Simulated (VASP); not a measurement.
A convergence study with VASP on TiC (rock salt): a few settings are varied, all else stays as given below, so the limit is that of these other settings. The cell's lengths are 1 % over those of the tabulated start and one atom is moved, so it is off equilibrium.

```
TiC
1.0
    0.00000     2.18665     2.18665
    2.18665     0.00000     2.18665
    2.18665     2.18665     0.00000
Ti C
1 1
Direct
  0.00000   0.00000   0.00000
  0.48614   0.51386   0.51386
```

Computed with PBEsol GGA, VASP's PBE PAW potentials (set 64) (plane waves; VASP). The last row used: 900 eV cut-off, 12×12×12 Γ-centred mesh, first-order Methfessel-Paxton smearing of 0.10 eV, potentials Ti_sv C_h.

Energies of different potentials or hybrids have different zeros.

| setting | E (eV/atom) | pressure (GPa) | largest force (eV/Å) | plane waves |
|---|---|---|---|---|
| ENCUT = 300, POTCAR Ti_sv C | -9.8736 | -20.45 | 0.494 | 263 |
| ENCUT = 400, POTCAR Ti_sv C | -9.8698 | -14.14 | 0.503 | 392 |
| ENCUT = 520, POTCAR Ti_sv C | -9.8704 | -12.56 | 0.502 | 588 |
| ENCUT = 700, POTCAR Ti_sv C | -9.8718 | -12.70 | 0.503 | 899 |
| ENCUT = 900, POTCAR Ti_sv C | -9.8726 | -12.57 | 0.503 | 1303 |
| ENCUT = 300, POTCAR Ti C | -9.7993 | -19.35 | 0.559 | 263 |
| ENCUT = 400, POTCAR Ti C | -9.7914 | -13.00 | 0.552 | 392 |
| ENCUT = 520, POTCAR Ti C | -9.7893 | -11.86 | 0.552 | 588 |
| ENCUT = 700, POTCAR Ti C | ? | ? | 0.551 | 899 |
| ENCUT = 900, POTCAR Ti C | -9.7909 | -11.90 | 0.551 | 1303 |
| ENCUT = 300, POTCAR Ti_pv C | -9.8555 | -20.34 | 0.508 | 263 |
| ENCUT = 400, POTCAR Ti_pv C | -9.8467 | -13.44 | 0.509 | 392 |
| ENCUT = 700, POTCAR Ti_pv C | -9.8459 | -12.41 | 0.509 | 899 |
| ENCUT = 900, POTCAR Ti_pv C | -9.8466 | -12.31 | 0.509 | 1303 |
| ENCUT = 300, POTCAR Ti_sv C_s | -9.8672 | -13.24 | 0.507 | 263 |
| ENCUT = 400, POTCAR Ti_sv C_s | -9.8681 | -13.14 | 0.503 | 392 |
| ENCUT = 520, POTCAR Ti_sv C_s | -9.8716 | -12.63 | 0.502 | 588 |
| ENCUT = 700, POTCAR Ti_sv C_s | -9.8721 | -12.58 | 0.502 | 899 |
| ENCUT = 900, POTCAR Ti_sv C_s | -9.8722 | -12.53 | 0.502 | 1303 |
| ENCUT = 300, POTCAR Ti_sv C_h | -9.6605 | -42.99 | 0.519 | 263 |
| ENCUT = 400, POTCAR Ti_sv C_h | ? | ? | ? | 392 |
| ENCUT = 520, POTCAR Ti_sv C_h | -9.8367 | -20.56 | 0.516 | 588 |
| ENCUT = 700, POTCAR Ti_sv C_h | -9.8693 | -14.17 | 0.501 | 899 |
| ENCUT = 900, POTCAR Ti_sv C_h | -9.8730 | -12.71 | 0.502 | 1303 |

Problem. Fill in the missing entries.

Solution. 
- ENCUT = 700, POTCAR Ti C, E (eV/atom): -9.7902
- ENCUT = 700, POTCAR Ti C, pressure (GPa): -12.01
- ENCUT = 400, POTCAR Ti_sv C_h, E (eV/atom): -9.7477
- ENCUT = 400, POTCAR Ti_sv C_h, pressure (GPa): -31.54
- ENCUT = 400, POTCAR Ti_sv C_h, largest force (eV/Å): 0.536

Left out are rungs that failed or repeat a setting and relaxations that didn't move; long series are thinned to 24 rows.

The compound is TiC in the rock salt structure. The cell was not relaxed at this level, it is distorted from the ideal structure.
